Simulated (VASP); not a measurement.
# LiCaF3 (Pm-3m) in VASP: notebook

One crystal, LiCaF3, is run at these levels: PBE; tasks: single point.

Everything below comes from runs of VASP 6.6.1. Logs are shortened: lines on timing, memory, paths and dates and some standing lists are left out, and cuts for length are marked.

## (1) Starting point

The structure is cubic, space group Pm-3m (No. 221). Conventional cell: a = 3.761 Å, b = 3.761 Å, c = 3.761 Å, α = 90.00°, β = 90.00°, γ = 90.00°. Li (site symmetry m-3m) has 6 F at 1.88 Å as nearest neighbours. Around Ca (site symmetry m-3m) lie 12 F at 2.66 Å. F (site symmetry 4/mmm) has 2 Li at 1.88 Å as nearest neighbours.

The cell comes from a database or a generator and needn't be the stable form of this composition.

## (2) Single point, PBE

INCAR

```
SYSTEM = LiCaF3
  PREC = Accurate
  ENCUT = 520
  EDIFF = 1E-6
  ISMEAR = 0
  SIGMA = 0.05
  LREAL = .FALSE.
  LASPH = .TRUE.
  NELM = 100
  ALGO = Normal
  ISIF = 2
  LWAVE = .FALSE.
  LCHARG = .FALSE.
  GGA = PE
  NBANDS = 25
```

KPOINTS

```
regular mesh
0
G
  8 8 8
  0 0 0
```

POSCAR

```
LiCaF3
1.0
    3.7612440000      0.0000000000      0.0000000000
    0.0000000000      3.7612440000      0.0000000000
    0.0000000000      0.0000000000      3.7612440000
Li Ca F
1 1 3
Direct
    0.5000000000      0.5000000000      0.5000000000
    0.0000000000      0.0000000000      0.0000000000
    0.0000000000      0.5000000000      0.5000000000
    0.5000000000      0.5000000000      0.0000000000
    0.5000000000      0.0000000000      0.5000000000
```

Potentials or basis: VASP PAW PBE potentials, release 64 (Li_sv, Ca_sv, F).

Launch:

```sh
> cat potpaw_PBE.64/Li_sv/POTCAR potpaw_PBE.64/Ca_sv/POTCAR potpaw_PBE.64/F/POTCAR > POTCAR
> mpirun -np 1 vasp_std > vasp.out
```

OUTCAR:

```text
SYSTEM = LiCaF3
   PREC = Accurate
   ENCUT = 520
   EDIFF = 1E-6
   ISMEAR = 0
   LREAL = .FALSE.
   LASPH = .TRUE.
   NELM = 100
   ISIF = 2
   GGA = PE

 ion  position               nearest neighbor table
   1  0.500  0.500  0.500-   3 1.88   4 1.88   5 1.88   4 1.88   5 1.88   3 1.88
   2  0.000  0.000  0.000-
   3  0.000  0.500  0.500-   1 1.88   1 1.88
   4  0.500  0.500  0.000-   1 1.88   1 1.88
   5  0.500  0.000  0.500-   1 1.88   1 1.88

  LATTYP: Found a simple cubic cell.
 ALAT       =     3.7612440000

  Lattice vectors:

 A1 = (   3.7612440000,   0.0000000000,   0.0000000000)
 A2 = (   0.0000000000,   3.7612440000,   0.0000000000)
 A3 = (   0.0000000000,   0.0000000000,   3.7612440000)

Analysis of symmetry for initial positions (statically):
=====================================================================
 Subroutine PRICEL returns:
 Original cell was already a primitive cell.

 Routine SETGRP: Setting up the symmetry group for a
 simple cubic supercell.

 Subroutine GETGRP returns: Found 48 space group operations
 (whereof 48 operations were pure point group operations)
 out of a pool of 48 trial point group operations.

The static configuration has the point symmetry O_h .

Analysis of symmetry for dynamics (positions and initial velocities):
=====================================================================
 Subroutine PRICEL returns:
 Original cell was already a primitive cell.

 Routine SETGRP: Setting up the symmetry group for a
 simple cubic supercell.

 Subroutine GETGRP returns: Found 48 space group operations
 (whereof 48 operations were pure point group operations)
 out of a pool of 48 trial point group operations.

The dynamic configuration has the point symmetry O_h .

 Subroutine INISYM returns: Found 48 space group operations
 (whereof 48 operations are pure point group operations),
 and found     1 'primitive' translations

----------------------------------------------------------------------------------------

                                     Primitive cell

  volume of cell :      53.2102

  direct lattice vectors                    reciprocal lattice vectors
     3.761244000  0.000000000  0.000000000     0.265869484  0.000000000  0.000000000
     0.000000000  3.761244000  0.000000000     0.000000000  0.265869484  0.000000000
     0.000000000  0.000000000  3.761244000     0.000000000  0.000000000  0.265869484

[... 85 lines left out ...]
   LSORBIT =      F    spin-orbit coupling
   LASPH  =      T    aspherical Exc in radial PAW
   ENCUT  =  520.0 eV  38.22 Ry    6.18 a.u.   6.99  6.99  6.99*2*pi/ulx,y,z
   NELM   =    100;   NELMIN=  2; NELMDL= -5     # of ELM steps
   EDIFF  = 0.1E-05   stopping-criterion for ELM
   LREAL  =      F    real-space projection
   EDIFFG = 0.1E-04   stopping-criterion for IOM
   NSW    =      0    number of steps for IOM
   IBRION =     -1    ionic relax: 0-MD 1-quasi-New 2-CG
   NFREE  =      0    steps in history (QN), initial steepest desc. (CG)
   ISIF   =      2    stress and relaxation
   ISYM   =      2    0-nonsym 1-usesym 2-fastsym
   POTIM  = 0.5000    time-step for ionic-motion
   TEBEG  =    0.0;   TEEND  =   0.0 temperature during run
   PSTRESS=    0.0 pullay stress
   NELECT =      34.0000    total number of electrons
   NUPDOWN=      -1.0000    fix difference up-down
   EMIN   =  10.00;   EMAX   =-10.00  energy-range for DOS
   EFERMI =   0.00;   METHOD = LEGACY
   ISMEAR =     0;   SIGMA  =   0.05  broadening in eV -4-tet -1-fermi 0-gaus
   EFERMI_NEDOS =   21; number of points for ismear=-14 and -15
   IALGO  =     38    algorithm
   IMIX   =      4    mixing-type and parameters
     AMIX     =   0.40;   BMIX     =  1.00
     AMIX_MAG =   1.60;   BMIX_MAG =  1.00
  volume/ion in A,a.u.               =      10.64        71.82
  Fermi-wavevector in a.u.,A,eV,Ry     =   1.410056  2.664619 27.051883  1.988257
  Thomas-Fermi vector in A             =   2.532049
   LORBIT       =      0    0 simple, 1 ext, 2 COOP (PROOUT), +10 PAW based schemes
   GGA     = PE    functional components
   LHFCALC =     F    Hartree Fock is set to
   AEXX    =    0.0000 exact exchange contribution
   IVDW    =     0    specifies the selected vdW correction
   LEPSILON=     F    determine dielectric tensor
   LRPA    =     F    only Hartree local field effects (RPA)
 non-spin polarized calculation
 Gauss-broadening in eV      SIGMA  =   0.05
  energy-cutoff  :      520.00
  volume of cell :       53.21
 maximum number of plane-waves:      1472
 NGX is ok and might be reduce to    28
   NGX = 13   NGY = 13   NGZ = 13

 number of electron      33.9999946 magnetization

 Free energy of the ion-electron system (eV)
  ---------------------------------------------------
  ext. energy  EPLUGINS =         0.00000000
  ---------------------------------------------------
  free energy    TOTEN  =       -26.08839347 eV

  energy without entropy =      -26.08839347  energy(sigma->0) =      -26.08839347

 E-fermi :   0.4112     XC(G=0): -10.2721

 val. band max:        0.0806110276   @ k =   0.5000   0.5000   0.5000
 cond. band min:       6.5610905525   @ k =   0.0000   0.0000   0.0000
 fundamental gap:      6.4804795249
 Fermi energy:         0.4111670153

 k-point     1 :       0.0000    0.0000    0.0000
  band No.  band energies     occupation
      1     -40.1192      2.00000
      2     -37.7088      2.00000
      3     -20.2115      2.00000
      4     -19.2844      2.00000
      5     -19.2844      2.00000
      6     -18.6245      2.00000
[... 661 lines left out ...]
     24      12.5486      0.00000
     25      13.7929      0.00000

 [... further k-points ...]
[... 5 lines left out ...]
  --------------------------------------------------------------------------------------
  -------------------------------------------------------------------------------------
  Total       -0.0277185     -0.0277185     -0.0277185     -0.0000000      0.0000000      0.0000000
  in kB       -0.8346131     -0.8346131     -0.8346131     -0.0000000      0.0000000      0.0000000
  external PRESSURE =      -0.8346131 kB  Pullay stress =       0.0000000 kB

 VOLUME and BASIS-vectors are now :
 -----------------------------------------------------------------------------
  energy-cutoff  :      520.00
  volume of cell :       53.21
      direct lattice vectors                 reciprocal lattice vectors
     3.761244000  0.000000000  0.000000000     0.265869484  0.000000000  0.000000000
     0.000000000  3.761244000  0.000000000     0.000000000  0.265869484  0.000000000
     0.000000000  0.000000000  3.761244000     0.000000000  0.000000000  0.265869484

 POSITION                                       TOTAL-FORCE (eV/Angst)
 -----------------------------------------------------------------------------------
      1.88062      1.88062      1.88062         0.000000      0.000000      0.000000
      0.00000      0.00000      0.00000         0.000000      0.000000      0.000000
      0.00000      1.88062      1.88062         0.000000      0.000000      0.000000
      1.88062      1.88062      0.00000         0.000000      0.000000      0.000000
      1.88062      0.00000      1.88062         0.000000      0.000000      0.000000
 -----------------------------------------------------------------------------------
    total drift:                                0.000000      0.000000      0.000000

  FREE ENERGIE OF THE ION-ELECTRON SYSTEM (eV)
  ---------------------------------------------------
  free  energy   TOTEN  =       -26.0883934661 eV

  energy  without entropy=      -26.0883934661  energy(sigma->0) =      -26.08839347
```

OSZICAR:

```text
N       E                     dE             d eps       ncg     rms          rms(c)
DAV:   1     0.304276269910E+03    0.30428E+03   -0.18648E+04  1750   0.144E+03
DAV:   2    -0.866176444176E+01   -0.31294E+03   -0.30173E+03  2097   0.391E+02
DAV:   3    -0.266245668703E+02   -0.17963E+02   -0.17890E+02  2316   0.926E+01
DAV:   4    -0.283478974235E+02   -0.17233E+01   -0.17212E+01  3040   0.166E+01
DAV:   5    -0.283632027883E+02   -0.15305E-01   -0.15305E-01  2122   0.165E+00    0.954E+00
DAV:   6    -0.261959077023E+02    0.21673E+01   -0.67822E+00  2005   0.170E+01    0.345E+00
DAV:   7    -0.261307122841E+02    0.65195E-01   -0.28836E-01  2385   0.372E+00    0.201E+00
DAV:   8    -0.260878744737E+02    0.42838E-01   -0.12673E-01  2188   0.326E+00    0.338E-01
DAV:   9    -0.260879153308E+02   -0.40857E-04   -0.22759E-02  2278   0.106E+00    0.190E-01
DAV:  10    -0.260885456815E+02   -0.63035E-03   -0.45847E-03  2076   0.601E-01    0.105E-01
DAV:  11    -0.260883875388E+02    0.15814E-03   -0.66522E-04  2226   0.267E-01    0.187E-02
DAV:  12    -0.260883938163E+02   -0.62775E-05   -0.41999E-05  2268   0.478E-02    0.623E-03
DAV:  13    -0.260883934661E+02    0.35021E-06   -0.31369E-06  1910   0.140E-02
   1 F= -.26088393E+02 E0= -.26088393E+02  d E =-.204841E-22
```

stdout:

```text
POSCAR found type information on POSCAR LiCaF
 POSCAR found :  3 types and       5 ions
 scaLAPACK will be used
 LDA part: xc-table for (Slater+PW92), standard interpolation
 POSCAR, INCAR and KPOINTS ok, starting setup
 FFT: planning ... GRIDC
 FFT: planning ... GRID_SOFT
 FFT: planning ... GRID
 WAVECAR not read
 entering main loop
```

Wall time 28 s (1 thread of Intel Xeon Platinum 8488C (Sapphire Rapids), shared host); peak memory 0.18 GiB.

Results:

```
Free energy            : -26.0884 eV
Band gap on the k mesh : 6.48 eV, indirect (least direct gap 6.59 eV)
```

Caveat: the cutoff is under 1.25 times the usual one of these potentials, so pressure, stress and relaxed cells hold a basis-set (Pulay) error. A k mesh can miss the band edges.

## (3) Single point, PBE

INCAR

```
SYSTEM = LiCaF3
ALGO     = Normal         ! electronic algorithm
EDIFF    = 1E-6           ! SCF threshold, eV
ENCUT    = 520            ! plane-wave cutoff, eV
GGA      = PE             ! functional
ISIF     = 2              ! what is computed and relaxed
ISMEAR   = 0              ! smearing method
LASPH    = .TRUE.         ! aspherical terms in the spheres
LCHARG   = .FALSE.        ! write CHGCAR
LREAL    = .FALSE.        ! projectors in reciprocal space
LWAVE    = .FALSE.        ! write WAVECAR
NBANDS   = 25             ! bands
NELM     = 100            ! most SCF steps
PREC     = Accurate       ! precision mode
SIGMA    = 0.05           ! smearing width, eV
```

KPOINTS

```
k-points
0
G
  6 6 6
  0 0 0
```

POSCAR is that of step 2.

Potentials or basis: VASP PAW PBE potentials, release 64 (Li_sv, Ca_sv, F).

Launch:

```sh
> cat potpaw_PBE.64/Li_sv/POTCAR potpaw_PBE.64/Ca_sv/POTCAR potpaw_PBE.64/F/POTCAR > POTCAR
> mpirun -np 1 vasp_std > vasp.out
```

It took 18 s on 1 thread of Intel Xeon Platinum 8488C (Sapphire Rapids), shared host; peak memory 0.17 GiB.

The run converged. Its results:

* Free energy: -26.0882 eV
* Band gap on the k mesh: 6.48 eV, indirect (least direct gap 6.59 eV)

Levels at points of the mesh, in eV from the valence-band top:
```csv
k point,band 13,band 14,band 15,band 16,band 17,band 18,band 19,band 20,band 21,band 22
"(0.00, 0.00, 0.00)",-0.82,-0.82,-0.11,-0.11,-0.11,6.48,6.48,6.85,8.07,8.07
"(0.50, 0.00, 0.00)",-1.18,-1.18,-1.18,-0.42,-0.42,7.54,7.64,8.21,8.81,8.81
"(0.50, 0.50, 0.00)",-1.44,-1.39,-1.39,-0.14,-0.06,7.89,8.05,8.78,8.78,9.07
"(0.50, 0.50, 0.50)",-0.13,-0.13,0.00,0.00,0.00,7.47,7.47,7.47,8.86,8.86
```

Caveat: the cutoff is under 1.25 times the usual one of these potentials, so pressure, stress and relaxed cells hold a basis-set (Pulay) error. A k mesh can miss the band edges.
